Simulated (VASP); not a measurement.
## LaAg (space group Pm-3m): computed properties

Level of theory: r2SCAN meta-GGA, VASP's PBE PAW potentials (set 64) (plane waves; VASP).

space group: Pm-3m (221)
cell: a = b = c = 3.811 Å, α = β = γ = 90.00°
volume per atom: 27.68 Å^3/atom
band gap (over mesh and band path): none (metal, semimetal or under 0.01 eV)
density: 7.40 g/cm³

```xyz
2
Lattice="3.8114 0.0000 0.0000 0.0000 3.8114 0.0000 0.0000 0.0000 3.8114" Properties=species:S:1:pos:R:3 pbc="T T T"
Ag     0.0000     0.0000     0.0000
La     1.9057     1.9057     1.9057
```

The structure comes from a measured LaAg entry (Pm-3m) of the Crystallography Open Database, whose conditions weren't checked. It was relaxed first. Symmetry was kept, so distortions that lower it aren't found.
